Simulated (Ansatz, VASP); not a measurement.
# C (C (Fd-3m)): VASP beside Ansatz

One calculation is typed for both programs; each brings its own data sets. How far apart do they land? The structure shown is the end of the Ansatz relaxation below.

Program: Ansatz 0.2.0. Level of theory: plane waves, with VASP 6.6.1 beside it; single point at HSE06. Results are calculated unless marked as measured.

### Step 1. Set-up

Symmetry: Fd-3m, No. 227, cubic system. Conventional cell: a = 3.545 Å, b = 3.545 Å, c = 3.545 Å, α = 90.00°, β = 90.00°, γ = 90.00°. Nearest to C lie 4 C at 1.54 Å.

Structure file:

```cif
data_structure
_symmetry_space_group_name_H-M 'P 1'
_symmetry_Int_Tables_number 1
_cell_length_a 2.5070
_cell_length_b 2.5070
_cell_length_c 2.5070
_cell_angle_alpha 60.000
_cell_angle_beta 60.000
_cell_angle_gamma 60.000
_cell_volume 11.14
loop_
_atom_site_label
_atom_site_type_symbol
_atom_site_fract_x
_atom_site_fract_y
_atom_site_fract_z
_atom_site_occupancy
C1 C 0.00000 0.00000 0.00000 1
C2 C 0.25000 0.25000 0.25000 1
```

### Step 2. Ansatz: relaxation, HSE06

Ansatz runs on its PAW soft_1 files.

This run makes the geometry at which the two programs are then compared.

input.yaml

```yaml
crystal:
  lattice:
    - [0.0, 1.78, 1.78]
    - [1.78, 0.0, 1.78]
    - [1.78, 1.78, 0.0]
  atoms:
    - { symbol: C, position: [0.0, 0.0, 0.0] }
    - { symbol: C, position: [0.25, 0.25, 0.25] }
basis:
  ecutwfc: 420
  xc_grid: 2
hamiltonian:
  xc: hse06
  pseudopotentials: { kind: paw, azcp: { folder: soft_1 } }
kpoints:
  mp_grid: { grid: [10, 10, 10] }
scf:
  occupations: { method: fixed }
  max_iter: 100
relax:
  f_tol: 0.005
  max_steps: 60
  cell: {}
output:
  forces: true
  stress: true
checkpoint:
  write: "../cell.run"
  compress: false
  write_wavefunctions: false
  write_every: 100000
```

The run is started by

```console
$ ansatz run input.yaml --threads 32 --pin off --max-ram 84787MiB --backend cuda --events-out ev --progress --plain --runs-dir out --max-vram 78GiB
```

Numbers of over 12 decimals in the logs are rounded to 6 here.

The log of the run:

```text
Engine: ansatz 0.2.0, aarch64-unknown-linux-gnu
Pseudopotentials: kind: paw
Pseudopotential: C, paw, valence charge 4, recommended cutoff 420 eV (normal), soft_1/C.paw.azcp
Functional definition: HSE06
  parameter a = 0.25
  parameter omega = 0.11/bohr
  exchange = pbe_x - a*pbe_x_sr(omega) + a*exact_x_sr(omega)
  correlation = pbe_c
davidson cushion auto → on  (no smearing: the cushion is to keep the highest requested band from converging to the state above it; pin scf.eigensolver.cushion to override)
[...]
Crystal: 2 atoms, lattice volume = 11.280 Å³
Basis set: ecut = 420 eV, 229 PW (Γ), exchange–correlation on 36×36×36 points (8 copies of the dense FFT grid, shifted against one another)
Bands: 8, of which v1, the nominal top of the filled ones, is band 4 counted from 1 (3 counted from 0)
Symmetry: 48 space group operations
Space group: Fd-3m (ITA 227), of the structure as read, at distance tolerance 2.2e-5 Å
k-points: 47 of 1000
Non-local potential: C, projectors of the file, l = 0: 2, l = 1: 2, l = 2: 1
PAW form: soft (Blöchl's): semilocal exchange-correlation on the pseudo side does not see the compensation charge
PAW frozen core: C, regenerated for the run's functional, and the local potential with it (the file was generated under x = pbe(κ = 0.804, μ = 0.219515), c = pbe(β = 0.066725))
PAW one-centre angular grid: C, 110 points (default); XC on 64 Gauss nodes
Initial density: superposition of atomic densities (chi_scale 0.1, normalization cell)
Initial wavefunctions: pseudopotential atomic-orbital guess
[...]
Functional: x = pbe(κ = 0.804, μ = 0.219515), c = pbe(β = 0.066725), warm-up for x = pbe(κ = 0.804, μ = 0.219515) + 0.25 (exact − pbe) at short range (hse, ω = 0.207870 Å⁻¹), c = pbe(β = 0.066725); HSE06 as pw.x's `hse` composes it (authors' and Libxc's form: `xc: wpbeh`)
SCF iter   1: F=—  HF=-502.173936 eV  |Δ(HF+E_count)|=         —  Δρ=1.40e-1  dr2=1.57e0  Hψ=1356
preconditioner: auto → none  [insulator: Δε(μ)=4.866 eV  Ē_g=19.704 eV  n_scr=0 (ndim 8)  ℏωp=31.3 eV  f_vac=0.000]
SCF iter   2: F=—  HF=-501.665618 eV  |Δ(HF+E_count)|=   5.08e-1  Δρ=5.63e-2  dr2=2.21e-1  Hψ=940
[...]
SCF iter   3: F=-501.613731 eV  HF=-501.613174 eV  |Δ(HF+E_count)|=   5.24e-2  Δρ=5.62e-3  dr2=1.14e-3  Hψ=2122
SCF 1 stopped early in 3 iterations: F = -501.613731 eV  dr2 = 1.14e-3
  greatest PAW one-centre occupation: 0.647 electrons in one spin orbital (limit 2), on the C atom at site 1 (counted from 0), in its partial waves of l = 0
[...]
Exchange kernel: α = 0.2500, screened, ω = 0.2079 Å⁻¹, Wigner–Seitz truncation, v(0) = 1046.7882 eV·Å³, q-mesh 10×10×10, nearest image of the exchange supercell L = 25.17 Å, pair-density grid 12×12×12, without the augmentation charges, whose exchange is taken in its separable form by FFT convolution over the k-point mesh (sized by the pseudopotential files, 15×15×15 at the most), smooth part of the exact exchange by
Frozen-core exchange: fock
[...]
preconditioner: auto → none  [insulator: Δε(μ)=5.264 eV  Ē_g=22.285 eV  n_scr=0 (ndim 8)  ℏωp=31.3 eV  f_vac=0.000]
[...]
SCF 2 stopped early in 4 iterations: F = -501.765472 eV  dr2 = 1.76e-6
  greatest PAW one-centre occupation: 0.650 electrons in one spin orbital (limit 2), on the C atom at site 1 (counted from 0), in its partial waves of l = 0
hybrid outer 1: dexx = +1.991e-3 eV, tail = 1.21e-5 eV
[...]
Exchange kernel: α = 0.2500, screened, ω = 0.2079 Å⁻¹, Wigner–Seitz truncation, v(0) = 1046.7882 eV·Å³, q-mesh 10×10×10, nearest image of the exchange supercell L = 25.17 Å, pair-density grid 12×12×12, without the augmentation charges, whose exchange is taken in its separable form by FFT convolution over the k-point mesh (sized by the pseudopotential files, 15×15×15 at the most), smooth part of the exact exchange by
Frozen-core exchange: fock
[...]
SCF 3 converged in 5 iterations: F = -501.765501 eV  dr2 = 1.40e-11
  Residual-converged pass: ⟨swp⟩=3.6  Hψ=972  notcnv=0  max |occ|·‖R‖ = 9.9e-9 eV (tolerance 1.0e-8 eV)  dr2=1.40e-11  dr2_onsite=2.28e-13  max |Δocc| = 0.0e0
hybrid outer 2: dexx = +1.064e-7 eV, tail = 3.00e-9 eV, Δε = 2.24e-3 eV (about 4.49e-5 eV left of the loop's levels)
[...]
Frozen-core exchange: fock
[...]
SCF 4 converged in 3 iterations: F = -501.765501 eV  dr2 = 4.76e-12
  Residual-converged pass: ⟨swp⟩=3.0  Hψ=942  notcnv=0  max |occ|·‖R‖ = 9.9e-9 eV (tolerance 1.0e-8 eV)  dr2=4.77e-12  dr2_onsite=1.31e-14  max |Δocc| = 0.0e0
hybrid outer 3: dexx = +7.241e-11 eV, tail = 1.14e-11 eV, Δε = 2.02e-5 eV (about 1.25e-6 eV left of the loop's levels), ΔF = 7.40e-17 eV/Å (tail 2.62e-17)
relax step   1: F+E_penalty+E_count = -501.76550059 eV  Δ(F+E_penalty+E_count) = +0.000e0 eV  max|allowed force component| = 1.966e-17 eV/Å  Δτ_max = 0.0000 Å  P = -5.708 GPa  Ω = 11.280 Å³  (15 SCF iters, accepted)
[...]
relax step   2: F+E_penalty+E_count = -501.76790248 eV  Δ(F+E_penalty+E_count) = -2.402e-3 eV  max|allowed force component| = 2.405e-16 eV/Å  Δτ_max = 0.0000 Å  P = -2.137 GPa  Ω = 11.193 Å³  energy of the carried Pulay correction = +2.665e-4 eV  (12 SCF iters, accepted)
[...]
relax step   3: F+E_penalty+E_count = -501.76839991 eV  Δ(F+E_penalty+E_count) = -4.974e-4 eV  max|allowed force component| = 1.203e-16 eV/Å  Δτ_max = 0.0000 Å  P = +0.034 GPa  Ω = 11.141 Å³  energy of the carried Pulay correction = +4.250e-4 eV  (10 SCF iters, accepted)
[...]
relax step   4: F+E_penalty+E_count = -501.76803762 eV  Δ(F+E_penalty+E_count) = +3.623e-4 eV  max|allowed force component| = 3.527e-17 eV/Å  Δτ_max = 0.0000 Å  P = -0.038 GPa  Ω = 11.141 Å³  stress off target by 3.80e-2 GPa  SCF on the basis re-selected at this cell (its energy is not comparable with the rows above)  (7 SCF iters)
basis re-selected at this cell: Δ(F+E_penalty+E_count) = +3.623e-4 eV, ΔP = -0.072 GPa vs the last step (what re-selecting the basis moved, of the pressure what is left beyond the Pulay correction that the steps carried, after the strain that the cell walked since its last selection, with what the two solves' SCF thresholds leave and, on support functions, any second-order correction that the steps lacked; it is no m
hybrid SCF converged: 2 outer / 7 inner (+0 warm-up), last move |dexx| = 2.73e-12 eV, tail = 1.46e-12 eV
Stability not checked: this state was not tested for a lower state beside it, because the functional holds exact exchange (a hybrid, or Hartree-Fock), whose exchange loop this test does not read (fock_operator; see scf.lower_state_search)
Free energy (F): -501.768038 eV
Frozen-core exchange: fock
Harris-Foulkes:  -501.768038 eV  (|F-HF|=0.00e0)
Internal energy: -501.768038 eV  (E = F + TS)
E sigma→0 (E₀):  -501.768038 eV
Fermi energy:    13.052117 eV
--- Per-component energies (eV) ---
  E_band       = 24.705391
  E_kinetic    = 180.722700
  E_local      = -107.529672  (includes V_loc(G=0)·N_el)
  E_nonlocal   = 44.950568
  E_hartree    = 25.922036
  E_xc         = -77.624204
  E_vxc        = -94.909550  (∫ρ·V_xc dr)
  E_exx        = -18.398388  (= α·E_x^exact, valence–valence)
  E_paw        = -199.718717  (= ΣΔE_a)
  E_vpaw       = -13.575996  (= ΣTr[D̂ρ^β])
  E_aug_tail   = 0.000043  (compensation charges beyond the density's cutoff)
  E_ewald      = -350.057968
  E_core_change = -0.034436  (= ΣΔE_core)
  E_smearing   = -0.000000  (= −TS)
  E_closure    = -0.000000  (closes the sum)
  Σ components = -501.768038   (vs F -501.768038, Δ=5.68e-14)
--- Forces (eV/Å), atoms counted from 1 ---
  atom   1  C      0.00000000     0.00000000    -0.00000000
  atom   2  C      0.00000000    -0.00000000    -0.00000000
  max |Σ_I F_I| component: 9.25e-17 eV/Å
--- Stress (GPa, compression-positive) ---
       -0.037969      -0.000000      -0.000000
       -0.000000      -0.037969      -0.000000
       -0.000000      -0.000000      -0.037969
  P = ⅓ Tr σ = -0.0380 GPa (-0.380 kbar)
--- Band table (eV; the first three rows and the last of 47) ---
  k-point 0: bands = ["-10.7426", "13.0521", "13.0521", "13.0521", "20.0830", "20.0830"]
  k-point 1: bands = ["-10.4394", "11.2291", "12.5703", "12.5703", "20.7211", "20.7211"]
  k-point 2: bands = ["-9.5350", "7.6601", "11.6008", "11.6008", "21.9638", "21.9638"]
  k-point 46: bands = ["-0.3992", "-0.3992", "4.0662", "4.0662", "24.0121", "24.0121"]
  guard bands above this table: 2 of the run's 8 bands. The solve was not asked for them (output.publish_guard_bands: true or output.eigenvalues: true publishes all)
--- Relaxed structure (3 steps of the walk, 3 accepted, 1 SCFs on fresh bases) ---
  F+E_penalty+E_count = -501.76803762 eV   max|allowed force component| = 3.527e-17 eV/Å   (the final SCF, on the basis selected at the relaxed cell)
  cell:  # Å, volume = 11.1411 Å³
    - [0, 1.772689, 1.772689]
    - [1.772689, 0, 1.772689]
    - [1.772689, 1.772689, 0]
  atoms:
    - { symbol: C, position: [0, 0, 0] }
    - { symbol: C, position: [0.25, 0.25, 0.25] }
```

### Step 3. VASP: single point, HSE06

The same cell, functional and mesh now go to VASP, with its own data sets.

Lines of VASP's logs that name or quote its potential files are left out, and so is its time.

The run reads the wave functions of an earlier VASP run, which isn't shown here.

INCAR

```
SYSTEM = C
PREC = Accurate
ENCUT = 520
EDIFF = 1E-06
NELM = 100
ISMEAR = 0
SIGMA = 0.01
LREAL = .FALSE.
ALGO = Normal
LHFCALC = .TRUE.
AEXX = 0.25
GGA = PE
HFSCREEN = 0.208
LASPH = .TRUE.
NBANDS = 10
PRECFOCK = Fast
LORBIT = 11
LWAVE = .FALSE.
LCHARG = .FALSE.
KPAR = 8
ISIF = 2
```

POSCAR

```
C
1.0
    0.0000000000      1.7726888508      1.7726888508
    1.7726888508      0.0000000000      1.7726888508
    1.7726888508      1.7726888508      0.0000000000
C
2
Direct
    0.0000000000      0.0000000000      0.0000000000
    0.2500000000      0.2500000000      0.2500000000
```

KPOINTS

```
Automatic mesh
0
Gamma
10 10 10
0 0 0
```

PAW data sets: C (PBE family, release 64).

The run is started by

```console
$ mpirun -np 8 vasp_std
```

The log of the run:

```text
[banner, memory and clock lines left out]
running    8 mpi-ranks, on    1 nodes
 distrk:  each k-point on    1 cores,    8 groups
 distr:  one band on    1 cores,    1 groups

 POSCAR found type information on POSCAR C
 POSCAR found :  1 types and       2 ions
|                                                                             |
|           W    W    AA    RRRRR   N    N  II  N    N   GGGG   !!!           |
|           W    W   A  A   R    R  NN   N  II  NN   N  G    G  !!!           |
|           W    W  A    A  R    R  N N  N  II  N N  N  G       !!!           |
|           W WW W  AAAAAA  RRRRR   N  N N  II  N  N N  G  GGG   !            |
|           WW  WW  A    A  R   R   N   NN  II  N   NN  G    G                |
|           W    W  A    A  R    R  N    N  II  N    N   GGGG   !!!           |
|                                                                             |
|     For optimal performance we recommend to set                             |
|       NCORE = 2 up to number-of-cores-per-socket                            |
|     NCORE specifies how many cores store one orbital (NPAR=cpu/NCORE).      |
|     This setting can greatly improve the performance of VASP for DFT.       |
|     The default, NCORE=1 might be grossly inefficient on modern             |
|     multi-core architectures or massively parallel machines. Do your        |
|     Unfortunately you need to use the default for GW and RPA                |
|     calculations (for HF NCORE is supported but not extensively tested      |
|     yet).                                                                   |
|                                                                             |

 LDA part: xc-table for (Slater+PW92), standard interpolation
 found WAVECAR, reading the header
 POSCAR, INCAR and KPOINTS ok, starting setup
 FFT: planning ... GRIDC
 FFT: planning ... GRID_SOFT
 FFT: planning ... GRID
 reading WAVECAR
 the WAVECAR file was read successfully
 initial charge from wavefunction
 entering main loop
       N       E                     dE             d eps       ncg     rms          rms(c)
DAV:   1    -0.210528832092E+02   -0.21053E+02   -0.28029E-01   980   0.414E+00    0.717E-01
DAV:   2    -0.210532356070E+02   -0.35240E-03   -0.13872E-03  1046   0.318E-01    0.447E-01
DAV:   3    -0.210526953326E+02    0.54027E-03   -0.34859E-04  1010   0.154E-01    0.242E-01
DAV:   4    -0.210525515763E+02    0.14376E-03   -0.10338E-04   966   0.876E-02    0.131E-01
DAV:   5    -0.210525111996E+02    0.40377E-04   -0.25525E-05   982   0.441E-02    0.703E-02
DAV:   6    -0.210524994605E+02    0.11739E-04   -0.61868E-06  1008   0.222E-02    0.378E-02
DAV:   7    -0.210524959678E+02    0.34927E-05   -0.15539E-06   896   0.115E-02    0.203E-02
DAV:   8    -0.210524950287E+02    0.93908E-06   -0.33602E-07   476   0.553E-03
   1 F= -.21052495E+02 E0= -.21052495E+02  d E =-.584868E-25
```

Parts of OUTCAR (step 3):

```text
ion  position               nearest neighbor table
   1  0.000  0.000  0.000-   2 1.54   2 1.54   2 1.54   2 1.54
   2  0.250  0.250  0.250-   1 1.54   1 1.54   1 1.54   1 1.54

  LATTYP: Found a face centered cubic cell.
 ALAT       =     3.5453777016

 Subroutine GETGRP returns: Found 48 space group operations
 (whereof 24 operations were pure point group operations)

The static configuration has the point symmetry T_d .
 The point group associated with its full space group is O_h .

 Found     47 irreducible k-points:

   k-points           NKPTS =     47   k-points in BZ     NKDIM =   1000   number of bands    NBANDS=     10

   dimension x,y,z NGX =    20 NGY =   20 NGZ =   20
   dimension x,y,z NGXF=    40 NGYF=   40 NGZF=   40

   ENCUT  =  520.0 eV  38.22 Ry    6.18 a.u.   4.66  4.66  4.66*2*pi/ulx,y,z

   NELECT =       8.0000    total number of electrons

 k-points in reciprocal lattice and weights: Automatic mesh
   0.00000000  0.00000000  0.00000000       0.001
   0.10000000  0.00000000  0.00000000       0.008
   0.20000000  0.00000000  0.00000000       0.008
   0.30000000  0.00000000  0.00000000       0.008
   0.40000000  0.00000000  0.00000000       0.008
   0.50000000  0.00000000  0.00000000       0.004
   0.10000000  0.10000000  0.00000000       0.006
   0.20000000  0.10000000  0.00000000       0.024
   0.30000000  0.10000000  0.00000000       0.024
[...]
-0.30000000  0.40000000  0.20000000       0.024
  -0.30000000  0.50000000  0.20000000       0.012

  exchange ACFDT corr.  =         0.00000000  see jH, gK, PRB 81, 115126

 average (electrostatic) potential at core
       1 -41.3811       2 -41.3811

 E-fermi :   9.4414

 k-point     1 :       0.0000    0.0000    0.0000
  band No.  band energies     occupation
      1     -14.4194      2.00000
      2       9.3727      2.00000
      3       9.3727      2.00000
      4       9.3727      2.00000
      5      16.3971      0.00000
      6      16.3971      0.00000
      7      16.3971      0.00000
      8      25.0678      0.00000
      9      30.4618      0.00000
    ...

 k-point     2 :       0.1000    0.0000    0.0000
  band No.  band energies     occupation
      1     -14.1162      2.00000
      2       7.5487      2.00000
      3       8.8910      2.00000
      4       8.8910      2.00000
      5      17.0364      0.00000
      6      17.0364      0.00000
      7      17.3944      0.00000
      8      25.3051      0.00000
      9      30.9713      0.00000
    ...

 k-point     3 :       0.2000    0.0000    0.0000
  band No.  band energies     occupation
      1     -13.2119      2.00000
      2       3.9792      2.00000
      3       7.9226      2.00000
      4       7.9226      2.00000
      5      18.2808      0.00000
      6      18.2808      0.00000
      7      18.7178      0.00000
      8      25.9459      0.00000
      9      31.8500      0.00000
    ...

  Total        0.0662720      0.0662720      0.0662720      0.0000000     -0.0000000      0.0000000
  in kB        9.5304400      9.5304400      9.5304400      0.0000000     -0.0000000      0.0000000
  external PRESSURE =       9.5304400 kB  Pullay stress =       0.0000000 kB

  energy-cutoff  :      520.00
  volume of cell :       11.14
      direct lattice vectors                 reciprocal lattice vectors
     0.000000000  1.772688851  1.772688851    -0.282057395  0.282057395  0.282057395
     1.772688851  0.000000000  1.772688851     0.282057395 -0.282057395  0.282057395
     1.772688851  1.772688851  0.000000000     0.282057395  0.282057395 -0.282057395

 POSITION                                       TOTAL-FORCE (eV/Angst)
 -----------------------------------------------------------------------------------
      0.00000      0.00000      0.00000        -0.000000     -0.000000     -0.000000
      0.88634      0.88634      0.88634         0.000000      0.000000      0.000000
 -----------------------------------------------------------------------------------
    total drift:                                0.000000     -0.000000      0.000000

  FREE ENERGIE OF THE ION-ELECTRON SYSTEM (eV)
  ---------------------------------------------------
  free  energy   TOTEN  =       -21.0524950287 eV

  energy  without entropy=      -21.0524950287  energy(sigma->0) =      -21.05249503

 total charge
# of ion       s       p       d       tot
------------------------------------------
    1        0.837   1.761   0.000   2.598
    2        0.837   1.761   0.000   2.598
--------------------------------------------------
tot          1.674   3.522   0.000   5.196

[... 3 further parts left out ...]
```

The run ends at a pressure of 0.95 GPa.

### Step 4. Comparison

Known differences besides the potentials themselves: exact exchange at q = 0 is treated differently, which shows on coarse meshes; VASP keeps PBE cores, Ansatz makes them for the functional; fixed occupations in Ansatz, narrow Gaussian smearing in VASP; the cutoff is 420 eV in Ansatz and 520 eV in VASP; Ansatz's pressure holds a Pulay correction, VASP's none; VASP takes a coarser grid for exact exchange (PRECFOCK = Fast). Total energies have different zeros and are not compared.

Both answers:

```csv
quantity,Ansatz,VASP,difference
pressure (GPa),-0.04,0.95,-0.99
gap on the k mesh (eV),5.364,5.352,+0.012
```

A gap on the mesh is an upper bound, since the band edges may lie between its points.

### Step 5. What came out

| Quantity | Value |
| --- | --- |
| difference in gap on the k mesh (single point, HSE06) | 0.012 eV |
| difference in pressure (single point, HSE06) | -0.99 GPa |

What this shows: The difference in pressure is -0.99 GPa (single point, HSE06), at about the 1 GPa picked in this series as the mark of a large difference. 1 further run of this series is not shown here. How closely two codes agree says nothing of how well the functional describes the real material.

[Lines on the potential files, build, host, timing and source positions are cut from VASP's logs without a mark.]

[Logs are printed without paths, hosts, clocks, repeated set-up lines and the standing remarks that a program may print on its own settings, such as how far it seeks lower states.]

[Hosts, paths, dates, database ids (printed as entryN), source tags and the programs' standing remarks are cut or masked in the printed files.]
